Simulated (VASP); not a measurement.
TaMo2C3:

```xyz
6
Lattice="5.6722 0.0000 0.0000 -2.8361 4.9123 0.0000 0.0000 0.0000 3.1198" Properties=species:S:1:pos:R:3 pbc="T T T"
Ta    0.0000    0.0000    0.0000
Mo    0.0000    3.2749    0.0000
Mo    2.8361    1.6374    0.0000
C     2.8361    0.0000    1.5599
C     1.4181    2.4561    1.5599
C    -1.4181    2.4561    1.5599
```

The cell was built by a generator and needn't be a form met in nature.

```yaml
Program: VASP 6.6.1
Task: relaxation of cell and atoms
Functional: PBE
Potentials_or_basis: VASP PAW PBE potentials, release 64 (Ta_pv, Mo_sv, C)
Cutoff: 520 eV
k_mesh: 4 × 4 × 6
Occupations: gaussian, width 0.15 eV
Spin: no spin polarisation
```

At the start: pressure -36.0 GPa; volume 14.49 Å³/atom.

**Question.** Where does the relaxation end?

**Answer.** Over 10 steps the energy falls by 383.8 meV/atom and the volume is 11.82 Å³/atom (-18.4 %); space group P6/mmm (No. 191, to 0.05 Å).

The path:
| step | energy change (eV) | largest force (eV/Å) | pressure (GPa) | volume (Å³) |
| --- | --- | --- | --- | --- |
| 1 | 0.0000 | 0.0000 | -36.01 | 86.93 |
| 2 | 6.4909 | 0.0000 | 173.71 | 51.86 |
| 3 | -2.2633 | 0.0000 | -6.57 | 72.85 |
| 4 | -2.2955 | 0.0000 | -2.75 | 71.74 |
| 5 | -2.2999 | 0.0000 | -0.12 | 71.09 |
| 6 | -2.2993 | 0.0000 | -1.06 | 71.39 |
| 7 | -2.3023 | 0.0000 | -0.74 | 71.13 |
| 8 | -2.3024 | 0.0000 | -0.92 | 71.17 |
| 9 | -2.3013 | 0.0000 | 1.75 | 70.55 |
| 10 | -2.3031 | 0.0000 | 0.36 | 70.91 |

Final structure:
```
Ta Mo C
1.0
     5.35750    0.00000    0.00000
    -2.67875    4.63973    0.00000
     0.00000    0.00000    2.85287
Ta Mo C
1 2 3
Direct
  0.00000 0.00000 0.00000
  0.33333 0.66667 0.00000
  0.66667 0.33333 0.00000
  0.50000 0.00000 0.50000
  0.50000 0.50000 0.50000
  0.00000 0.50000 0.50000
```

Caveat: the volume moved by over 15 % at a fixed basis, so the end points are rough.
